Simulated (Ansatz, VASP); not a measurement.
**SnH5CN2Cl3: VASP beside Ansatz**

One calculation is typed for both programs; each brings its own data sets. How far apart do they land? The cell is taken from a series of runs on this material, whose earlier steps may have relaxed, scaled, displaced or heated it; both programs get it as it stands.

Program: Ansatz 0.2.0. Level of theory: plane waves, with VASP 6.6.1 beside it; single point at HSE06. Results are calculated unless marked as measured.

## Step 1: The starting structure

Symmetry: Amm2, No. 38, orthorhombic system. Conventional cell: a = 6.131 Å, b = 7.834 Å, c = 8.308 Å, α = 90.00°, β = 90.00°, γ = 90.00°. Nearest to Sn lie 6 Cl at 2.62 to 3.10 Å. H has 1 N at 1.02 Å nearest. Nearest to H lie 1 N at 1.01 Å. Nearest to H lie 1 C at 1.09 Å. Nearest to C lie 1 H at 1.09 Å and 2 N at 1.31 Å. Nearest to N lie 2 H at 1.01 to 1.02 Å and 1 C at 1.31 Å. Farther neighbours and most contacts between anions are not listed.

As a file:

```cif
data_structure
_symmetry_space_group_name_H-M 'Amm2'
_symmetry_Int_Tables_number 38
_cell_length_a 6.1311
_cell_length_b 7.8342
_cell_length_c 8.3078
_cell_angle_alpha 90.000
_cell_angle_beta 90.000
_cell_angle_gamma 90.000
_cell_volume 399.04
loop_
_atom_site_label
_atom_site_type_symbol
_atom_site_symmetry_multiplicity
_atom_site_Wyckoff_symbol
_atom_site_fract_x
_atom_site_fract_y
_atom_site_fract_z
_atom_site_occupancy
Sn1 Sn 2 b 0.50000 0.50000 0.87981 1
H1 H 4 c 0.20067 0.50000 0.22425 1
H2 H 4 c 0.32532 0.50000 0.41460 1
H3 H 2 a 0.00000 0.50000 0.55251 1
C1 C 2 a 0.00000 0.50000 0.42095 1
N1 N 4 c 0.18807 0.50000 0.34668 1
Cl1 Cl 4 e 0.50000 0.74468 0.09463 1
Cl2 Cl 2 a 0.00000 0.50000 0.91323 1
```

## Step 2: VASP: single point, HSE06

A single point gives forces, pressure and levels at one fixed geometry, so differences don't come from the geometry; what else differs is listed under the comparison.

Lines of VASP's logs that name or quote its potential files are left out, and so is its time.

The run reads the wave functions of an earlier VASP run, which isn't shown here.

Input file INCAR:

```
SYSTEM = SnH5CN2Cl3
PREC = Accurate
ENCUT = 520
EDIFF = 1E-06
NELM = 100
ISMEAR = 0
SIGMA = 0.01
LREAL = .FALSE.
ALGO = Normal
LHFCALC = .TRUE.
AEXX = 0.25
GGA = PE
HFSCREEN = 0.208
LASPH = .TRUE.
NBANDS = 39
PRECFOCK = Fast
LORBIT = 11
LWAVE = .FALSE.
LCHARG = .FALSE.
ISIF = 2
```

Input file POSCAR:

```
SnH5CN2Cl3
1.0
    6.1310943050      0.0000000000      0.0000000000
    0.0000000000      3.9170788650      4.1538850000
    0.0000000000     -3.9170788650      4.1538850000
Sn H C N Cl
1 5 1 2 3
Direct
    0.5000000000      0.3798096617      0.3798096617
    0.2006746883      0.7242458250      0.7242458250
    0.7993253117      0.7242458250      0.7242458250
    0.3253201947      0.9145973247      0.9145973247
    0.6746798053      0.9145973247      0.9145973247
    0.0000000000      0.0525123847      0.0525123847
    0.0000000000      0.9209489289      0.9209489289
    0.1880660857      0.8466777848      0.8466777848
    0.8119339143      0.8466777848      0.8466777848
    0.5000000000      0.8393025645      0.3499481386
    0.5000000000      0.3499481386      0.8393025645
    0.0000000000      0.4132344525      0.4132344525
```

Input file KPOINTS:

```
Automatic mesh
0
Gamma
2 2 2
0 0 0
```

Potentials, in the order of the species: Sn_d, H, C, N and Cl (PBE family, release 64).

Started as:

```sh
$ export OMP_NUM_THREADS=3
$ mpirun -np 1 vasp_std
```

Numbers of over 12 decimals in the logs are rounded to 6 here.

Output:

```text
[banner, memory and clock lines left out]
running    1 mpi-ranks, on    1 nodes
 distrk:  each k-point on    1 cores,    1 groups
 distr:  one band on    1 cores,    1 groups
 Offloading initialized ...    1 GPUs detected
 POSCAR found type information on POSCAR SnH C N Cl
 POSCAR found :  5 types and      12 ions
 LDA part: xc-table for (Slater+PW92), standard interpolation
 found WAVECAR, reading the header
 POSCAR, INCAR and KPOINTS ok, starting setup
 FFT: planning ... GRIDC
 FFT: planning ... GRID_SOFT
 FFT: planning ... GRID
 reading WAVECAR
 the WAVECAR file was read successfully
 initial charge from wavefunction
 entering main loop
       N       E                     dE             d eps       ncg     rms          rms(c)
DAV:   1    -0.693744392802E+02   -0.69374E+02   -0.78300E-01   510   0.587E+00    0.129E+00
DAV:   2    -0.693820603779E+02   -0.76211E-02   -0.72682E-02   540   0.123E+00    0.774E-01
DAV:   3    -0.693782657561E+02    0.37946E-02   -0.10331E-02   643   0.509E-01    0.468E-01
DAV:   4    -0.693778776519E+02    0.38810E-03   -0.18956E-03   554   0.214E-01    0.290E-01
DAV:   5    -0.693776610179E+02    0.21663E-03   -0.16785E-04   635   0.787E-02    0.169E-01
DAV:   6    -0.693775746604E+02    0.86357E-04   -0.86794E-05   570   0.502E-02    0.936E-02
DAV:   7    -0.693775502700E+02    0.24390E-04   -0.26194E-05   578   0.278E-02    0.519E-02
DAV:   8    -0.693775423778E+02    0.78922E-05   -0.63809E-06   594   0.142E-02    0.300E-02
DAV:   9    -0.693775401834E+02    0.21944E-05   -0.23280E-06   522   0.851E-03    0.177E-02
DAV:  10    -0.693775396892E+02    0.49417E-06   -0.77480E-07   389   0.532E-03
   1 F= -.69377540E+02 E0= -.69377540E+02  d E =-.901411E-32
```

OUTCAR, selected parts (step 2):

```text
ion  position               nearest neighbor table
   1  0.500  0.380  0.380-  10 2.62  11 2.62  12 3.08  12 3.08  10 3.10  11 3.10
   2  0.201  0.724  0.724-   8 1.02
   3  0.799  0.724  0.724-   9 1.02
   4  0.325  0.915  0.915-   8 1.01
   5  0.675  0.915  0.915-   9 1.01
   6  0.000  0.053  0.053-   7 1.09
   7  0.000  0.921  0.921-   6 1.09   8 1.31   9 1.31
   8  0.188  0.847  0.847-   4 1.01   2 1.02   7 1.31
   9  0.812  0.847  0.847-   5 1.01   3 1.02   7 1.31
  10  0.500  0.839  0.350-   1 2.62   1 3.10
  11  0.500  0.350  0.839-   1 2.62   1 3.10
  12  0.000  0.413  0.413-   1 3.08   1 3.08

  LATTYP: Found a base centered orthorhombic cell.
 ALAT       =     7.8341577300
 B/A-ratio  =     1.0604547785
 C/A-ratio  =     0.7826105264

 Subroutine GETGRP returns: Found  4 space group operations
 (whereof  4 operations were pure point group operations)

The static configuration has the point symmetry C_2v.

 Found      6 irreducible k-points:

   k-points           NKPTS =      6   k-points in BZ     NKDIM =      8   number of bands    NBANDS=     39

   dimension x,y,z NGX =    48 NGY =   42 NGZ =   42
   dimension x,y,z NGXF=    96 NGYF=   84 NGZF=   84

   ENCUT  =  520.0 eV  38.22 Ry    6.18 a.u.  11.40 10.62 10.62*2*pi/ulx,y,z

   NELECT =      54.0000    total number of electrons

 k-points in reciprocal lattice and weights: Automatic mesh
   0.00000000  0.00000000  0.00000000       0.125
   0.50000000  0.00000000  0.00000000       0.125
   0.00000000  0.50000000  0.00000000       0.250
   0.50000000  0.50000000  0.00000000       0.250
   0.00000000  0.50000000  0.50000000       0.125
   0.50000000  0.50000000  0.50000000       0.125

  exchange ACFDT corr.  =         0.00000000  see jH, gK, PRB 81, 115126

 average (electrostatic) potential at core
       1-100.0968       2 -34.9006       3 -34.9006       4 -35.0482       5 -35.0482
       6 -33.7244       7 -52.5109       8 -64.3067       9 -64.3067      10 -90.1382
      11 -90.1382      12 -89.3042

 E-fermi :   0.6765

 k-point     1 :       0.0000    0.0000    0.0000
  band No.  band energies     occupation
    ...
     23      -2.4137      2.00000
     24      -2.4116      2.00000
     25      -1.9361      2.00000
     26      -1.6950      2.00000
     27      -1.5295      2.00000
     28       4.6213      0.00000
     29       5.4531      0.00000
     30       5.8430      0.00000
     31       6.5674      0.00000
     32       6.9507      0.00000
    ...

 k-point     2 :       0.5000    0.0000    0.0000
  band No.  band energies     occupation
    ...
     23      -2.5100      2.00000
     24      -1.8196      2.00000
     25      -1.7574      2.00000
     26      -1.5115      2.00000
     27      -1.1316      2.00000
     28       3.7834      0.00000
     29       4.6576      0.00000
     30       6.0637      0.00000
     31       6.7728      0.00000
     32       6.7809      0.00000
    ...

 k-point     3 :       0.0000    0.5000    0.0000
  band No.  band energies     occupation
    ...
     23      -2.3538      2.00000
     24      -1.8985      2.00000
     25      -1.8486      2.00000
     26      -1.6052      2.00000
     27      -0.9946      2.00000
     28       4.0613      0.00000
     29       4.6912      0.00000
     30       5.4027      0.00000
     31       6.3926      0.00000
     32       6.5199      0.00000
    ...

  Total       -2.0528590      0.2745051     -0.2956204      0.0000000      0.0000000      0.0000000
  in kB      -16.4848473      2.2043282     -2.3738878      0.0000000      0.0000000      0.0000000
  external PRESSURE =      -5.5514689 kB  Pullay stress =       0.0000000 kB

  energy-cutoff  :      520.00
  volume of cell :      199.52
      direct lattice vectors                 reciprocal lattice vectors
     6.131094305  0.000000000  0.000000000     0.163103020  0.000000000 -0.000000000
     0.000000000  3.917078865  4.153885000    -0.000000000  0.127646141  0.120369245
     0.000000000 -3.917078865  4.153885000     0.000000000 -0.127646141  0.120369245

 POSITION                                       TOTAL-FORCE (eV/Angst)
 -----------------------------------------------------------------------------------
      3.06555      0.00000      3.15537         0.000000      0.000000      0.422381
      1.23036      0.00000      6.01687        -0.053037      0.000000      0.398676
      4.90074      0.00000      6.01687         0.053037      0.000000      0.398676
      1.99457      0.00000      7.59826        -0.346704      0.000000     -0.225556
      4.13653      0.00000      7.59826         0.346704      0.000000     -0.225556
      0.00000      0.00000      0.43626         0.000000      0.000000     -0.241666
      0.00000      0.00000      7.65103         0.000000      0.000000     -0.307386
      1.15305      0.00000      7.03400        -0.137690      0.000000      0.090259
      4.97804      0.00000      7.03400         0.137690      0.000000      0.090259
      3.06555      1.91684      4.94001         0.000000     -0.280847     -0.264119
      3.06555     -1.91684      4.94001         0.000000      0.280847     -0.264119
      0.00000      0.00000      3.43306         0.000000      0.000000      0.128151
 -----------------------------------------------------------------------------------
    total drift:                                0.000000      0.000001     -0.004748

  FREE ENERGIE OF THE ION-ELECTRON SYSTEM (eV)
  ---------------------------------------------------
  free  energy   TOTEN  =       -69.3775396892 eV

  energy  without entropy=      -69.3775396892  energy(sigma->0) =      -69.37753969

 total charge
# of ion       s       p       d       tot
------------------------------------------
    1        1.505   0.443  10.001  11.949
    2        0.613   0.088   0.000   0.701
    3        0.613   0.088   0.000   0.701
    4        0.626   0.091   0.000   0.718
    5        0.626   0.091   0.000   0.718
    6        0.633   0.050   0.000   0.682
    7        0.884   1.746   0.000   2.630
    8        1.225   2.837   0.000   4.063
    9        1.225   2.837   0.000   4.063
   10        1.591   3.562   0.000   5.153
   11        1.591   3.562   0.000   5.153
   12        1.587   3.529   0.000   5.116
--------------------------------------------------
tot         12.720  18.925  10.001  41.646

[... 3 further parts left out ...]
```

The run ends at a pressure of -0.56 GPa, with forces up to 0.42 eV/Å.

[end of part 1 of 2]

[Lines on the potential files, build, host, timing and source positions are cut from VASP's logs without a mark.]

[Logs are printed without paths, hosts, clocks, repeated set-up lines and the standing remarks that a program may print on its own settings, such as how far it seeks lower states.]

[Hosts, paths, dates, database ids (printed as entryN), source tags and the programs' standing remarks are cut or masked in the printed files.]
